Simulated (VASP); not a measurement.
Method: PBE GGA with D3 dispersion (zero damping), VASP's PBE PAW potentials (set 64) (plane waves; VASP).

VASP ran on this input.

**INCAR**
```
IVDW  =  11
NELM  =  100
GGA  =  PE   ! PBE
SIGMA  =  0.05   ! width (eV)
ALGO  =  Normal   ! blocked Davidson
LWAVE  =  .FALSE.
ISIF  =  2   ! forces and stress, cell fixed
EDIFF  =  1E-7   ! SCF stop (eV)
ENCUT  =  520   ! plane-wave cut-off (eV)
ISMEAR  =  0   ! Gaussian
LREAL  =  .FALSE.   ! projection in real space or not
LMAXMIX  =  4
PREC  =  Accurate
LASPH  =  .TRUE.
LCHARG  =  .FALSE.
SYSTEM  =  CdS
```

**KPOINTS**
```
K-points
0
Gamma
 8 8 8
```

**POSCAR**
```
CdS
1
    0.0000000000     2.9620593505     2.9620593505
    2.9620593505     0.0000000000     2.9620593505
    2.9620593505     2.9620593505     0.0000000000
Cd S
1 1
Direct
  0.0000000000   0.0000000000   0.0000000000
  0.2500000000   0.2500000000   0.2500000000
```

POTCAR, in this order: Cd S (PBE.64 set). Program: vasp_std.

Problem. Predict the energy per atom (σ→0), dispersion energy, pressure, band gap (on the k-mesh).

Solution. 
```json
{
  "energy per atom (σ→0)": "-3.317 eV/atom",
  "dispersion_energy": "-0.488 eV",
  "band gap (on the k-mesh)": "1.05 eV",
  "pressure": "-1.64 GPa"
}
```

OSZICAR:
```
...
DAV:   9    -0.614679533091E+01    0.17775E-03   -0.26128E-03   859   0.829E-01    0.707E-02
DAV:  10    -0.614696233435E+01   -0.16700E-03   -0.29753E-04   789   0.173E-01    0.817E-02
DAV:  11    -0.614705062848E+01   -0.88294E-04   -0.13528E-04   777   0.125E-01    0.165E-02
DAV:  12    -0.614703872453E+01    0.11904E-04   -0.46230E-05   936   0.985E-02    0.832E-03
DAV:  13    -0.614704001675E+01   -0.12922E-05   -0.50135E-06   764   0.161E-02    0.633E-03
DAV:  14    -0.614703987278E+01    0.14397E-06   -0.16924E-07   780   0.324E-03    0.381E-03
DAV:  15    -0.614703982219E+01    0.50590E-07   -0.98794E-08   542   0.260E-03
   1 F= -.66349833E+01 E0= -.66349833E+01  d E =-.123200E-10
```

The compound is CdS in the zinc blende structure, a metastable form; wurtzite is the usual one. This cell is one point of a volume scan, at 1.03 of the reference volume.
